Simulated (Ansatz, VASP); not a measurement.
# C (Diamond): VASP beside Ansatz

Aim: how closely do two programs agree when they are given the same cell, functional and k mesh? The cell is taken from a series of runs on this material, whose earlier steps may have relaxed, scaled, displaced or heated it; both programs get it as it stands.

Program: Ansatz 0.2.0. Level of theory: plane waves, with VASP 6.6.1 beside it; zone-centre phonons at LDA. Results are calculated unless marked as measured.

## (1) The structure

It takes space group Fd-3m (No. 227, cubic). The conventional cell has a = 3.567 Å, b = 3.567 Å, c = 3.567 Å, α = 90.00°, β = 90.00°, γ = 90.00°. Nearest to C lie 4 C at 1.54 Å.

As a file:

```cif
data_structure
_symmetry_space_group_name_H-M 'Fd-3m:1'
_symmetry_Int_Tables_number 227
_cell_length_a 3.5667
_cell_length_b 3.5667
_cell_length_c 3.5667
_cell_angle_alpha 90.000
_cell_angle_beta 90.000
_cell_angle_gamma 90.000
_cell_volume 45.37
loop_
_atom_site_label
_atom_site_type_symbol
_atom_site_symmetry_multiplicity
_atom_site_Wyckoff_symbol
_atom_site_fract_x
_atom_site_fract_y
_atom_site_fract_z
_atom_site_occupancy
C1 C 8 b 0.00000 0.00000 0.50000 1
```

## (2) Ansatz: zone-centre phonons, LDA

Ansatz runs on its default PAW (the set named soft_2) files.

Second derivatives magnify differences that forces hide, and they need a tight electronic threshold.

Contents of input.yaml:

```yaml
crystal:
  lattice:
    - [0.0, 1.7833537897, 1.7833537897]
    - [1.7833537897, 0.0, 1.7833537897]
    - [1.7833537897, 1.7833537897, 0.0]
  atoms:
    - { symbol: C, position: [0.0, 0.0, 0.0] }
    - { symbol: C, position: [0.25, 0.25, 0.25] }
kpoints:
  mp_grid: { grid: [12, 12, 12] }
hamiltonian:
  xc: lda
scf:
  occupations: { method: fixed }
  lower_state_search: "off"
output:
  eigenvalues: true
phonons:
  method: dfpt
  dielectric: true
  rigid_motions: translations
  qmesh: [6, 6, 6]
  temperatures: { t_max: 1000, t_step: 50 }
  qpath:
    path:
      - [[0.0, 0.0, 0.0], [0.5, 0.0, 0.5], [0.625, 0.25, 0.625]]
      - [[0.375, 0.375, 0.75], [0.0, 0.0, 0.0], [0.5, 0.5, 0.5], [0.5, 0.25, 0.75], [0.5, 0.0, 0.5]]
    npoints: 10
```

Started as:

```sh
ansatz run input.yaml --threads 8 --pin off --max-ram 16384MiB --backend cpu --events-out ev --progress --plain --runs-dir out
```

Numbers of over 12 decimals in the logs are rounded to 6 here.

Output:

```text
Engine: ansatz 0.2.0, aarch64-unknown-linux-gnu
Pseudopotentials: kind: paw
Pseudopotential: C, paw, valence charge 4, recommended cutoff 420 eV (normal), C.paw.azcp
Functional definition: SPW92
  exchange = slater_x
  correlation = pw_c
Crystal: 2 atoms, lattice volume = 11.343 Å³
Basis set: ecut = 420 eV, 229 PW (Γ), exchange–correlation on 40×40×40 points (8 copies of the dense FFT grid, shifted against one another)
Bands: 8, of which v1, the nominal top of the filled ones, is band 4 counted from 1 (3 counted from 0)
Symmetry: 48 space group operations
k-points: 280 of 1728 (irreducible under 4 space group operations, time reversal used)
Non-local potential: C, projectors of the file, l = 0: 2, l = 1: 2, l = 2: 1
PAW form: soft (Blöchl's): semilocal exchange-correlation on the pseudo side does not see the compensation charge
PAW frozen core: C, regenerated for the run's functional, and the local potential with it (the file was generated under x = pbe(κ = 0.804, μ = 0.219515), c = pbe(β = 0.066725))
PAW one-centre angular grid: C, 110 points (default); XC on 64 Gauss nodes
Initial density: superposition of atomic densities (neutral atoms: chi_scale 0, normalization atom), corrected by the library's trained network
Initial wavefunctions: pseudopotential atomic-orbital guess
Functional: x = slater, c = lda
SCF iter   1: F=—  HF=-485.972191 eV  |F-HF|=—  |Δ(HF+E_count)|=         —  Δρ=7.12e-3  dr2=1.98e-3  ethr=1.77e-3  ⟨swp⟩=3.9  Hψ=13318  notcnv=0  defer=460
preconditioner: auto → none  [insulator: Δε(μ)=4.122 eV  Ē_g=19.481 eV  n_scr=0 (ndim 8)  ℏωp=31.2 eV  f_vac=0.000  ε∞_Penn≈3.6]
SCF iter   2: F=—  HF=-485.971642 eV  |F-HF|=—  |Δ(HF+E_count)|=   5.49e-4  Δρ=3.37e-3  dr2=4.38e-4  ethr=2.48e-5  ⟨swp⟩=1.4  Hψ=4614  notcnv=0  defer=473
SCF iter   3: F=—  HF=-485.971520 eV  |F-HF|=—  |Δ(HF+E_count)|=   1.23e-4  Δρ=8.11e-5  dr2=6.23e-7  ethr=5.47e-6  ⟨swp⟩=2.0  Hψ=2757  notcnv=0  defer=555
SCF iter   4: F=—  HF=-485.971519 eV  |F-HF|=—  |Δ(HF+E_count)|=   1.61e-7  Δρ=3.07e-5  dr2=5.17e-8  ethr=7.78e-9  ⟨swp⟩=2.6  Hψ=3317  notcnv=0
SCF iter   5: F=—  HF=-485.971519 eV  |F-HF|=—  |Δ(HF+E_count)|=   5.74e-9  Δρ=3.64e-6  dr2=1.15e-9  ethr=6.47e-10  ⟨swp⟩=2.3  Hψ=3388  notcnv=0
SCF iter   6: F=-485.971519 eV  HF=-485.971519 eV  |F-HF|=1.14e-12  |Δ(HF+E_count)|=  5.27e-10  Δρ=4.57e-7  dr2=5.63e-12  ethr=1.25e-12  ⟨swp⟩=7.2  Hψ=11714  notcnv=0
SCF 1 converged in 6 iterations: F = -485.971519 eV  dr2 = 5.63e-12
  greatest PAW one-centre occupation: 0.636 electrons in one spin orbital (limit 2), on the C atom at site 1 (counted from 0), in its partial waves of l = 0
NSCF: frozen V_eff on 1 k-points
DFPT response loops at Γ: preconditioner auto → none (the input reference at scf.mixing.eps_inf says where Resta's filter doesn't serve); β = 0.50; Broyden in place of MSR1
── the response to a field inside a basis, on 12×12×12 k-points: an SCF that follows is theirs, and a resumed run solves both again ──
Bands: 5, of which v1, the nominal top of the filled ones, is band 4 counted from 1 (3 counted from 0)
k-points: 182 of 1728 (irreducible under 12 space group operations)
Initial density: handed on by an earlier stage of this run
Initial wavefunctions: pseudopotential atomic-orbital guess (no wavefunctions were taken with the density)
Eigensolver: Dense (182 Hₖ)
SCF iter   1: F=—  HF=-485.977878 eV  |F-HF|=—  |Δ(HF+E_count)|=         —  Δρ=1.01e-3  dr2=1.63e-5  ethr=1.00e-1
preconditioner: auto → none  [insulator: Δε(μ)=4.331 eV  Ē_g=15.858 eV  n_scr=0 (ndim 8)  ℏωp=31.2 eV  f_vac=0.000  ε∞_Penn≈4.9]
SCF iter   2: F=—  HF=-485.977881 eV  |F-HF|=—  |Δ(HF+E_count)|=   2.94e-6  Δρ=4.92e-4  dr2=3.55e-6  ethr=2.03e-7
SCF iter   3: F=-485.977883 eV  HF=-485.977883 eV  |F-HF|=7.10e-9  |Δ(HF+E_count)|=   1.56e-6  Δρ=2.57e-5  dr2=9.77e-9  ethr=4.43e-8
SCF 1 converged in 3 iterations: F = -485.977883 eV  dr2 = 9.77e-9
DFPT response loops at Γ: mixed as the last ones told, above
NSCF: frozen V_eff on 72 k-points
NSCF: frozen V_eff on 1872 k-points
DFPT response loops at q = (0, 0, 0.166667) (fractional): mixed as the last ones told, above
NSCF: frozen V_eff on 1872 k-points
DFPT response loops at q = (0, 0, 0.333333) (fractional): mixed as the last ones told, above
NSCF: frozen V_eff on 952 k-points
DFPT response loops at q = (0, 0, -0.5) (fractional): mixed as the last ones told, above
NSCF: frozen V_eff on 1020 k-points
DFPT response loops at q = (0, 0.166667, 0.166667) (fractional): mixed as the last ones told, above
NSCF: frozen V_eff on 3456 k-points
DFPT response loops at q = (0, 0.166667, 0.333333) (fractional): mixed as the last ones told, above
NSCF: frozen V_eff on 3456 k-points
DFPT response loops at q = (0, 0.166667, -0.5) (fractional): mixed as the last ones told, above
NSCF: frozen V_eff on 3456 k-points
DFPT response loops at q = (0, 0.166667, -0.333333) (fractional): mixed as the last ones told, above
NSCF: frozen V_eff on 1872 k-points
DFPT response loops at q = (0, 0.166667, -0.166667) (fractional): mixed as the last ones told, above
NSCF: frozen V_eff on 1020 k-points
DFPT response loops at q = (0, 0.333333, 0.333333) (fractional): mixed as the last ones told, above
NSCF: frozen V_eff on 3456 k-points
[...]
ASR residual per site (eV/Å²): 3.82e-5 3.82e-5
  Γ frequencies (cm⁻¹): 0.00 0.00 0.00 1284.17 1284.17 1284.17
  ε∞ (high-frequency dielectric tensor):
        5.808306     0.000000     0.000000
        0.000000     5.808306     0.000000
        0.000000     0.000000     5.808306
  ε⁰ (static dielectric tensor: ions relaxed, cell fixed):
        5.808306    -0.000000     0.000000
       -0.000000     5.808306     0.000000
        0.000000     0.000000     5.808306
  ε⁰ − ε∞ (ionic part):
        0.000000    -0.000000     0.000000
       -0.000000     0.000000     0.000000
        0.000000     0.000000     0.000000
  softest optical mode at Γ: 1284.17 cm⁻¹; the repairs (sum rule, projections) moved no ω² at Γ by more than (0.93 cm⁻¹)²
  Born effective charges Z* (e; rows j = field, columns β = displacement):
    site 0:
         0.00000    0.00000    0.00000
        -0.00000    0.00000   -0.00000
        -0.00000    0.00000    0.00000
    site 1:
         0.00000   -0.00000   -0.00000
         0.00000    0.00000    0.00000
         0.00000   -0.00000    0.00000
  Z* charge neutrality: 5.407e-4 e pre-enforcement
  solved inside a basis spanned on kpoints, on 12×12×12 k-points, its susceptibility summed on 16×16×16: ε∞ is read to err by 1.6e-2, Z* by 4.4e-3 e (field_mesh: kpoints solves on kpoints)
  optical modes at Γ without the LO–TO term, one row a degenerate level:
      ω (cm⁻¹)  modes    IR ((D/Å)²/amu)
       1284.17      3             0.0000
  optical modes at Γ + LO–TO along q̂ = [1.0000, 0.0000, 0.0000]:
      ω (cm⁻¹)  modes    IR ((D/Å)²/amu)
       1284.17      3             0.0000
  optical modes at Γ + LO–TO along q̂ = [0.0000, 1.0000, 0.0000]:
      ω (cm⁻¹)  modes    IR ((D/Å)²/amu)
       1284.17      3             0.0000
  optical modes at Γ + LO–TO along q̂ = [0.0000, 0.0000, 1.0000]:
      ω (cm⁻¹)  modes    IR ((D/Å)²/amu)
       1284.17      3             0.0000
--- Phonons (arbitrary-q DFPT): 16 irreducible q on the 6×6×6 mesh ---
  q = [0.0000, 0.0000, 0.0000] (star 1, of the zone-centre solve; hermiticity 7.80e-16, symmetrization 9.75e-16): -0.00 0.00 0.00 1284.17 1284.17 1284.17
  q = [0.0000, 0.0000, 0.1667] (star 8, 1 solved perturbation on 936 of 1728 k-point pairs; hermiticity 2.40e-9, symmetrization 1.39e-15): 295.98 295.98 473.36 1255.18 1255.18 1295.18
  q = [0.0000, 0.0000, 0.3333] (star 8, 1 solved perturbation on 936 of 1728 k-point pairs; hermiticity 7.07e-9, symmetrization 1.67e-15): 485.73 485.73 852.33 1207.19 1207.19 1285.78
  q = [0.0000, 0.0000, -0.5000] (star 4, 1 solved perturbation on 476 of 1728 k-point pairs; hermiticity 3.84e-15, symmetrization 9.02e-16): 547.21 547.21 1029.82 1187.38 1187.38 1243.97
  q = [0.0000, 0.1667, 0.1667] (star 6, 2 solved perturbations in 804 linear systems a pass and spin channel, the states on 510 of 1728 k-point pairs; hermiticity 1.06e-8, symmetrization 1.45e-12): 371.18 371.18 516.32 1237.30 1237.30 1300.21
  q = [0.0000, 0.1667, 0.3333] (star 24, 2 solved perturbations in 2664 linear systems a pass and spin channel, the states on 1728 of 1728 k-point pairs; hermiticity 1.08e-8, symmetrization 1.48e-15): 530.67 584.87 775.83 1187.24 1193.38 1284.54
  q = [0.0000, 0.1667, -0.5000] (star 24, 2 solved perturbations in 2664 linear systems a pass and spin channel, the states on 1728 of 1728 k-point pairs; hermiticity 2.94e-9, symmetrization 1.26e-15): 618.01 701.26 988.07 1149.55 1173.16 1219.03
  q = [0.0000, 0.1667, -0.3333] (star 24, 2 solved perturbations in 2664 linear systems a pass and spin channel, the states on 1728 of 1728 k-point pairs; hermiticity 7.20e-9, symmetrization 1.95e-15): 599.43 679.38 924.11 1153.40 1201.71 1225.37
  q = [0.0000, 0.1667, -0.1667] (star 12, 2 solved perturbations in 1446 linear systems a pass and spin channel, the states on 936 of 1728 k-point pairs; hermiticity 6.26e-9, symmetrization 1.57e-15): 459.17 530.18 667.87 1207.94 1233.72 1276.39
  q = [0.0000, 0.3333, 0.3333] (star 6, 2 solved perturbations in 804 linear systems a pass and spin channel, the states on 510 of 1728 k-point pairs; hermiticity 1.72e-8, symmetrization 1.52e-12): 652.22 652.22 930.11 1129.00 1129.00 1293.93
  q = [0.0000, 0.3333, -0.5000] (star 24, 2 solved perturbations in 2664 linear systems a pass and spin channel, the states on 1728 of 1728 k-point pairs; hermiticity 3.86e-9, symmetrization 8.86e-16): 731.78 835.55 995.33 1082.24 1116.24 1228.74
  q = [0.0000, 0.3333, -0.3333] (star 12, 2 solved perturbations in 1446 linear systems a pass and spin channel, the states on 936 of 1728 k-point pairs; hermiticity 3.27e-9, symmetrization 1.03e-15): 716.67 954.11 958.48 1061.60 1088.15 1219.45
  q = [0.0000, -0.5000, -0.5000] (star 3, 2 solved perturbations in 443 linear systems a pass and spin channel, the states on 280 of 1728 k-point pairs; hermiticity 2.83e-15, symmetrization 1.67e-15): 782.90 782.90 1048.62 1048.62 1186.66 1186.66
  q = [0.1667, 0.3333, -0.5000] (star 24, 3 solved perturbations on 936 of 1728 k-point pairs; hermiticity 5.38e-9, symmetrization 1.03e-15): 694.48 762.59 890.14 1114.92 1180.33 1225.86
  q = [0.1667, 0.3333, -0.3333] (star 24, 2 solved perturbations in 2604 linear systems a pass and spin channel, the states on 1728 of 1728 k-point pairs; hermiticity 2.42e-9, symmetrization 3.37e-13): 759.44 865.28 999.05 1051.12 1142.24 1184.71
  q = [0.1667, -0.5000, -0.3333] (star 12, 3 solved perturbations on 510 of 1728 k-point pairs; hermiticity 2.89e-9, symmetrization 4.64e-13): 863.64 863.64 1016.27 1016.27 1150.90 1150.90
  sum rule: each row above includes the acoustic sum rule's correction from the zone centre's row sums; it moved no ω² by more than (0.93 cm⁻¹)²
  mesh force constants: q→R imaginary residual 2.59e-19; ASR residual 3.821e-5 → 0.000e0 eV/Å²; symmetrization residual 1.421e-14 eV/Å²
  interpolated dispersion: 62 rows × 6 modes
  density of states and harmonic sums: on the 30×30×30 q-mesh, interpolated from the force constants of a 6×6×6 supercell (no non-analytic term)
  largest difference from the sums on the solved wave vectors: F 2.10e-3 eV, S 3.29e-6 and C_V 1.19e-6 eV/K
  zero-point energy: 0.356946 eV/cell   skipped modes (ω ≤ 0): 3   left out of the sums: 1.85e-5 of the cell's modes: C_V's classical limit lies that fraction below 3 k_B per atom; for a crystal, a wire or a layer, F and S can be off by more, and a phonons.interpolated_qmesh denser along its periods is the remedy for the sampling
[key lines of the parts left out:]
SCF converged after 6 iterations
Free energy (F): -485.971519 eV
Fermi energy:    13.062610 eV
```

Reading the cycles: dr2 is the Hartree energy of the density residual (eV), the measure of convergence; HF is the Harris–Foulkes estimate of the energy, which meets the free energy F at convergence.

(Part 1 of 2 ends here.)

[Lines on the potential files, build, host, timing and source positions are cut from VASP's logs without a mark.]

[Logs are printed without paths, hosts, clocks, repeated set-up lines and the standing remarks that a program may print on its own settings, such as how far it seeks lower states.]

[Hosts, paths, dates, database ids (printed as entryN), source tags and the programs' standing remarks are cut or masked in the printed files.]
